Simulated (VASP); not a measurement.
Given:

```xyz
3
Lattice="1.8250 -3.1610 0.0000 1.8250 3.1610 0.0000 0.0000 0.0000 5.9000" Properties=species:S:1:pos:R:3 pbc="T T T"
Sn     0.0000     0.0000     0.0000
S      1.8250     1.0537     1.4750
S      1.8250    -1.0537     4.4250
```

Computed with PBE GGA, VASP's PBE PAW potentials (set 64) (plane waves; VASP 6.6.1). Settings: 800 eV cut-off, 8×8×4 Γ-centred mesh, Gaussian smearing of 0.050 eV, potentials Sn_d S.

**Question.** What does the run give for the energy per atom (σ→0), pressure?

**Answer.** 
* **energy per atom (σ→0)**: -4.386 eV/atom
* **pressure**: 3.19 GPa

The compound is SnS2 in the 1T layered structure. The cell was not relaxed at this level. The run is one of a series of settings (ENCUT = 800 against the base run), some of them coarse on purpose.
